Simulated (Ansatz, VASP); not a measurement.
# Si7Sn13O40 (glassy 65SnO2-35SiO2 (mol %)): VASP beside Ansatz, part 2 of 3

Wanted: the spread between two codes on one cell, functional and k mesh. The structure shown is the start of the Ansatz relaxation below; VASP solves that cell, so the two are compared at the walk's first step.

VASP 6.6.1 and Ansatz 0.2.0.

So far. Step 3 (VASP: single point, PBE, start cell, pair 1): The run ends at a pressure of 0.36 GPa, with forces up to 0.57 eV/Å.

### 5. Ansatz: relaxation, PBE

Level of this step: Ansatz beside VASP: Kohn-Sham DFT, plane waves, PBE (Ansatz).

The two programs are compared at the cell with which this relaxation starts, whose forces are those of its first step. The cell compared in this pair holds 722.72 Å³, against 802.94 Å³ for the pair before.

The structure compared here is the start of the Ansatz relaxation; VASP solves that cell, so the two are compared at the walk's first step.

input.yaml

```yaml
crystal:
  lattice:
    - [8.80666, -0.03202, 0.03091]
    - [-0.03202, 9.3184, -0.35809]
    - [0.03091, -0.35809, 8.82072]
  atoms:
    - { symbol: Sn, position: [0.41078, 0.89062, 0.47788] }
    - { symbol: Sn, position: [0.021, 0.7292, 0.38705] }
    - { symbol: Sn, position: [0.31238, 0.30116, 0.02054] }
    - { symbol: Sn, position: [0.99476, 0.40199, 0.15645] }
    - { symbol: Sn, position: [0.66228, 0.83499, 0.79667] }
    - { symbol: Sn, position: [0.60006, 0.5127, 0.98161] }
    - { symbol: Sn, position: [0.91945, 0.28405, 0.83317] }
    - { symbol: Sn, position: [0.31435, 0.6625, 0.17072] }
    - { symbol: Sn, position: [0.69188, 0.78383, 0.20545] }
    - { symbol: Sn, position: [0.33466, 0.95189, 0.9099] }
    - { symbol: Sn, position: [0.26893, 0.16833, 0.62752] }
    - { symbol: Sn, position: [0.65917, 0.14993, 0.0564] }
    - { symbol: Sn, position: [0.95874, 0.9626, 0.06153] }
    - { symbol: Si, position: [0.67923, 0.6117, 0.51898] }
    - { symbol: Si, position: [0.41679, 0.61633, 0.70226] }
    - { symbol: Si, position: [0.10982, 0.48035, 0.61645] }
    - { symbol: Si, position: [0.73674, 0.30234, 0.38493] }
    - { symbol: Si, position: [0.63876, 0.13871, 0.62872] }
    - { symbol: Si, position: [0.00745, 0.95354, 0.72524] }
    - { symbol: Si, position: [0.23278, 0.12655, 0.25027] }
    - { symbol: O, position: [0.29625, 0.08177, 0.40749] }
    - { symbol: O, position: [0.35099, 0.10122, 0.11114] }
    - { symbol: O, position: [0.54339, 0.61232, 0.19149] }
    - { symbol: O, position: [0.03151, 0.55962, 0.49009] }
    - { symbol: O, position: [0.75064, 0.17973, 0.49767] }
    - { symbol: O, position: [0.03245, 0.12169, 0.70046] }
    - { symbol: O, position: [0.92614, 0.79486, 0.19507] }
    - { symbol: O, position: [0.6806, 0.44636, 0.47642] }
    - { symbol: O, position: [0.52365, 0.88907, 0.29884] }
    - { symbol: O, position: [0.29812, 0.15944, 0.8486] }
    - { symbol: O, position: [0.61145, 0.96331, 0.61637] }
    - { symbol: O, position: [0.00538, 0.86309, 0.5711] }
    - { symbol: O, position: [0.68653, 0.71704, 0.9797] }
    - { symbol: O, position: [0.81341, 0.43184, 0.00656] }
    - { symbol: O, position: [0.25206, 0.76101, 0.37285] }
    - { symbol: O, position: [0.74787, 0.67514, 0.6728] }
    - { symbol: O, position: [0.85816, 0.93054, 0.82977] }
    - { symbol: O, position: [0.62586, 0.25346, 0.25293] }
    - { symbol: O, position: [0.10846, 0.9272, 0.87867] }
    - { symbol: O, position: [0.44052, 0.76925, 0.79593] }
    - { symbol: O, position: [0.5226, 0.50496, 0.77143] }
    - { symbol: O, position: [0.72304, 0.19412, 0.78156] }
    - { symbol: O, position: [0.49534, 0.65602, 0.53692] }
    - { symbol: O, position: [0.09793, 0.34677, 0.96698] }
    - { symbol: O, position: [0.88702, 0.16829, 0.02005] }
    - { symbol: O, position: [0.19585, 0.33979, 0.55596] }
    - { symbol: O, position: [0.55538, 0.99443, 0.92255] }
    - { symbol: O, position: [0.35067, 0.50826, 0.01175] }
    - { symbol: O, position: [0.74867, 0.97874, 0.14129] }
    - { symbol: O, position: [0.53493, 0.30767, 0.99165] }
    - { symbol: O, position: [0.08156, 0.04129, 0.22359] }
    - { symbol: O, position: [0.24321, 0.58431, 0.68933] }
    - { symbol: O, position: [0.76966, 0.693, 0.39092] }
    - { symbol: O, position: [0.97378, 0.44361, 0.72342] }
    - { symbol: O, position: [0.48308, 0.21047, 0.60822] }
    - { symbol: O, position: [0.29436, 0.956, 0.65583] }
    - { symbol: O, position: [0.20563, 0.29667, 0.22768] }
    - { symbol: O, position: [0.10068, 0.58322, 0.20652] }
    - { symbol: O, position: [0.90305, 0.32797, 0.32515] }
    - { symbol: O, position: [0.27898, 0.82412, 0.06345] }
kpoints:
  mp_grid: { grid: [1, 1, 1] }
hamiltonian:
  xc: pbe
scf:
  occupations: { method: fixed }
output:
  forces: true
  eigenvalues: true
  stress: true
relax:
  f_tol: 0.05
  max_steps: 70
```

Started as:

```bash
$ ansatz run input.yaml --threads 4 --pin off --max-ram 8192MiB --backend cpu --events-out ev --progress --plain --runs-dir out
```

Numbers of over 12 decimals in the logs are rounded to 6 here.

Output:

```text
[...]
Crystal: 60 atoms, lattice volume = 722.717 Å³
Basis set: ecut = 420 eV, 14157 PW (Γ), exchange–correlation on 120×128×120 points (8 copies of the dense FFT grid, shifted against one another)
Bands: 285, of which v1, the nominal top of the filled ones, is band 225 counted from 1 (224 counted from 0)
Symmetry: 1 space group operations
[...]
k-points: 1
[...]
- { symbol: O, position: [0.557441, 0.593438, 0.198911] }
    - { symbol: O, position: [0.00262976, 0.557952, 0.475988] }
    - { symbol: O, position: [0.763633, 0.174166, 0.507265] }
    - { symbol: O, position: [0.032658, 0.129887, 0.691403] }
    - { symbol: O, position: [0.929981, 0.768439, 0.170878] }
    - { symbol: O, position: [0.677536, 0.444797, 0.469253] }
[...]
- { symbol: O, position: [0.203909, 0.298514, 0.234317] }
    - { symbol: O, position: [0.123337, 0.581364, 0.212748] }
    - { symbol: O, position: [0.905567, 0.309935, 0.321507] }
    - { symbol: O, position: [0.251215, 0.825534, 0.066214] }
[key lines of the parts left out:]
P = ⅓ Tr σ = 12.0706 GPa (120.706 kbar)
```

### 6. VASP: single point, PBE, start cell, pair 2

The same cell, functional and mesh now go to VASP, with its own data sets.

INCAR

```
SYSTEM = Si7Sn13O40
PREC = Accurate
ENCUT = 520
EDIFF = 1E-06
NELM = 120
ISMEAR = 0
SIGMA = 0.01
LREAL = Auto
ALGO = Normal
GGA = PE
NBANDS = 272
LORBIT = 11
LWAVE = .FALSE.
LCHARG = .FALSE.
ISIF = 2
LASPH = .TRUE.
GGA_COMPAT = .FALSE.
EFERMI = MIDGAP
NCORE = 2
```

POSCAR

```
Si7Sn13O40
1.0
    8.8066600000     -0.0320200000      0.0309100000
   -0.0320200000      9.3184000000     -0.3580900000
    0.0309100000     -0.3580900000      8.8207200000
Sn Si O
13 7 40
Direct
    0.4107853070      0.8906224868      0.4778777279
    0.0210051500      0.7291994042      0.3870511416
    0.3123781677      0.3011630682      0.0205411660
    0.9947625730      0.4019869706      0.1564497460
    0.6622841427      0.8349917405      0.7966731729
    0.6000543767      0.5126974562      0.9816142164
    0.9194452688      0.2840500462      0.8331740978
    0.3143457345      0.6624957327      0.1707249148
    0.6918795309      0.7838279835      0.2054475107
    0.3346620085      0.9518955901      0.9099053013
    0.2689320555      0.1683249501      0.6275182515
    0.6591667368      0.1499295805      0.0564028151
    0.9587426576      0.9626044437      0.0615328782
    0.6792297127      0.6117025841      0.5189768622
    0.4167900346      0.6163308178      0.7022577434
    0.1098176032      0.4803464249      0.6164477264
    0.7367359074      0.3023406597      0.3849337310
    0.6387561233      0.1387137163      0.6287160280
    0.0074506278      0.9535369872      0.7252380487
    0.2327802503      0.1265529710      0.2502655243
    0.2962556739      0.0817740152      0.4074865991
    0.3509850440      0.1012228673      0.1111358198
    0.5433941649      0.6123229051      0.1914889482
    0.0315069025      0.5596244182      0.4900872071
    0.7506446612      0.1797351812      0.4976644701
    0.0324464997      0.1216911855      0.7004613541
    0.9261424416      0.7948585126      0.1950752118
    0.6805947208      0.4463636731      0.4764238276
    0.5236526430      0.8890666642      0.2988395254
    0.2981238034      0.1594395751      0.8486017820
    0.6114455494      0.9633086585      0.6163727468
    0.0053804007      0.8630855922      0.5710980523
    0.6865346535      0.7170440257      0.9796984270
    0.8134099378      0.4318440699      0.0065636980
    0.2520640818      0.7610089150      0.3728514658
    0.7478683185      0.6751446918      0.6727960929
    0.8581627444      0.9305365267      0.8297724012
    0.6258556197      0.2534567320      0.2529289133
    0.1084553453      0.9271993386      0.8786661924
    0.4405222218      0.7692542582      0.7959266041
    0.5225958277      0.5049552288      0.7714297677
    0.7230388901      0.1941236971      0.7815648408
    0.4953421074      0.6560166730      0.5369178464
    0.0979274925      0.3467656422      0.9669784745
    0.8870183357      0.1682887189      0.0200487909
    0.1958512490      0.3397850425      0.5559546005
    0.5553780728      0.9944344655      0.9225471732
    0.3506676892      0.5082564288      0.0117521479
    0.7486688540      0.9787372394      0.1412849137
    0.5349246940      0.3076737591      0.9916469828
    0.0815645060      0.0412923549      0.2235945842
    0.2432139196      0.5843096604      0.6893334902
    0.7696568902      0.6929974801      0.3909165435
    0.9737793410      0.4436092627      0.7234162882
    0.4830820371      0.2104723656      0.6082197353
    0.2943612231      0.9559981661      0.6558347479
    0.2056355013      0.2966725486      0.2276774775
    0.1006841690      0.5832198402      0.2065175003
    0.9030496559      0.3279691235      0.3251468359
    0.2789851045      0.8241172649      0.0634511380
```

KPOINTS

```
Automatic mesh
0
Gamma
1 1 1
0 0 0
```

PAW data sets: Sn_d, Si and O (PBE family, release 64).

Started as:

```bash
$ mpirun -np 8 vasp_gam
```

Output:

```text
[... set-up lines as in an earlier step ...]
 entering main loop
       N       E                     dE             d eps       ncg     rms          rms(c)
DAV:   1     0.117365899646E+05    0.11737E+05   -0.18853E+05   592   0.269E+03
DAV:   2     0.247002106282E+04   -0.92666E+04   -0.87514E+04   576   0.872E+02
DAV:   3    -0.126929319676E+03   -0.25970E+04   -0.24628E+04   576   0.346E+02
DAV:   4    -0.443316164457E+03   -0.31639E+03   -0.30901E+03   624   0.137E+02
[...]
DAV:  16    -0.390566862496E+03   -0.26337E-05   -0.63906E-05   736   0.339E-02    0.121E-02
DAV:  17    -0.390566861697E+03    0.79935E-06   -0.17592E-05   736   0.226E-02    0.559E-03
DAV:  18    -0.390566861453E+03    0.24367E-06   -0.41941E-06   496   0.727E-03
   1 F= -.39056686E+03 E0= -.39056686E+03  d E =0.000000E+00
```

From OUTCAR (step 6):

```text
  Total      101.7094698    100.4384264    102.0319295      1.9753695     -0.2126344     -2.7656476
  in kB      225.4777887    222.6600369    226.1926436      4.3791592     -0.4713853     -6.1311115
  external PRESSURE =     224.7768231 kB  Pullay stress =       0.0000000 kB

 POSITION                                       TOTAL-FORCE (eV/Angst)
 -----------------------------------------------------------------------------------
      3.60390      8.11490      3.90900         0.210165     -0.281446      0.491104
      0.17360      6.65570      3.15360        -0.349103      0.722590     -0.489506
      2.74200      2.78900      0.08300         0.067120      0.328224      0.149458
      8.75250      3.65800      1.26680        -0.304988      0.206123      0.131407
      5.83040      7.47430      6.74870        -0.019555      0.133827     -0.034151
      5.29840      4.40680      8.49350         0.348563     -0.037398      0.000865
      8.11390      2.31910      7.27590        -0.045378     -0.094805     -0.265002
      2.75240      6.10220      1.27840         0.272773     -0.458129      0.695891
      6.07440      7.20830      1.55290         0.263844     -0.148042     -0.014543
      2.94490      8.53360      7.69550        -0.033625      0.054455     -0.446436
      2.38240      1.33520      5.48320        -0.799353      0.038906      0.015811
      5.80200      1.35580      0.46420        -0.245916     -0.098934     -0.358577
      8.41440      8.91720      0.22770         0.357735     -0.733006     -0.781962
      5.97820      5.49250      4.37970        -0.249670      0.000366     -0.301167
[...]
-----------------------------------------------------------------------------------
    total drift:                                0.032374      0.024493      0.010082

  FREE ENERGIE OF THE ION-ELECTRON SYSTEM (eV)
  ---------------------------------------------------
  free  energy   TOTEN  =      -390.5668614533 eV

  energy  without entropy=     -390.5668614533  energy(sigma->0) =     -390.56686145

[... 3 further parts left out ...]
[key lines of the parts left out:]
E-fermi :   5.6802
```

The run ends at a pressure of 22.48 GPa, with forces up to 1.8 eV/Å.

### 7. Comparison

Forces on 10 of the 60 atoms, those with the largest forces and the largest differences (eV/Å; atoms numbered as in POSCAR):

| atom | Ansatz x, y, z | VASP x, y, z |
| --- | --- | --- |
| Sn11 | -0.758, -0.032, 0.050 | -0.799, 0.039, 0.016 |
| Si15 | -0.094, -0.158, -0.388 | -0.151, -0.166, -0.411 |
| O22 | 1.220, -0.580, -0.481 | 1.270, -0.599, -0.506 |
| O25 | 1.367, -1.074, -0.095 | 1.382, -1.093, -0.081 |
| O36 | 1.333, -0.182, 1.101 | 1.360, -0.177, 1.141 |
| O38 | -1.470, -0.004, -0.388 | -1.504, 0.002, -0.395 |
| O41 | 0.879, -1.425, -0.167 | 0.911, -1.462, -0.171 |
| O55 | -0.677, 1.231, -0.351 | -0.686, 1.240, -0.353 |
| O56 | -0.512, -0.621, 0.776 | -0.539, -0.660, 0.831 |
| O57 | -0.234, 1.351, 0.732 | -0.253, 1.399, 0.758 |

The forces differ by 22 meV/Å r.m.s., which is 4.0 % of the r.m.s. force of 0.559 eV/Å (both taken over all components).

### 8. Ansatz: relaxation, PBE

The two programs are compared at the cell with which this relaxation starts, whose forces are those of its first step. The cell compared in this pair holds 851.20 Å³, against 722.72 Å³ for the pair before.

The structure compared here is the start of the Ansatz relaxation; VASP solves that cell, so the two are compared at the walk's first step.

input.yaml: that of step 5 with these lines changed.

```diff
@@ -2,5 +2,5 @@
   lattice:
-    - [8.80666, -0.03202, 0.03091]
-    - [-0.03202, 9.3184, -0.35809]
-    - [0.03091, -0.35809, 8.82072]
+    - [9.30035, -0.03381, 0.03265]
+    - [-0.03381, 9.84077, -0.37816]
+    - [0.03265, -0.37816, 9.31519]
   atoms:
```

Started as:

```bash
$ ansatz run input.yaml --threads 4 --pin off --max-ram 8192MiB --backend cpu --events-out ev --progress --plain --runs-dir out
```

Output:

```text
[...]
Crystal: 60 atoms, lattice volume = 851.200 Å³
Basis set: ecut = 420 eV, 16663 PW (Γ), exchange–correlation on 128×144×128 points (8 copies of the dense FFT grid, shifted against one another)
Bands: 285, of which v1, the nominal top of the filled ones, is band 225 counted from 1 (224 counted from 0)
Symmetry: 1 space group operations
[...]
k-points: 1
[...]
- { symbol: O, position: [0.532160, 0.620651, 0.186078] }
    - { symbol: O, position: [0.046468, 0.557522, 0.493698] }
    - { symbol: O, position: [0.758887, 0.184071, 0.498910] }
    - { symbol: O, position: [0.030152, 0.114950, 0.707466] }
    - { symbol: O, position: [0.916877, 0.802205, 0.207120] }
    - { symbol: O, position: [0.689400, 0.444823, 0.478833] }
[...]
- { symbol: O, position: [0.200565, 0.297240, 0.220783] }
    - { symbol: O, position: [0.085878, 0.582983, 0.203451] }
    - { symbol: O, position: [0.903503, 0.331523, 0.321424] }
    - { symbol: O, position: [0.300443, 0.827290, 0.073032] }
[key lines of the parts left out:]
P = ⅓ Tr σ = -4.1162 GPa (-41.162 kbar)
```

(Continued in part 3 of 3.)

[Lines on the potential files, build, host, timing and source positions are cut from VASP's logs without a mark.]

[Logs are printed without paths, hosts, clocks, repeated set-up lines and the standing remarks that a program may print on its own settings, such as how far it seeks lower states.]

[Hosts, paths, dates, database ids (printed as entryN), source tags and the programs' standing remarks are cut or masked in the printed files.]
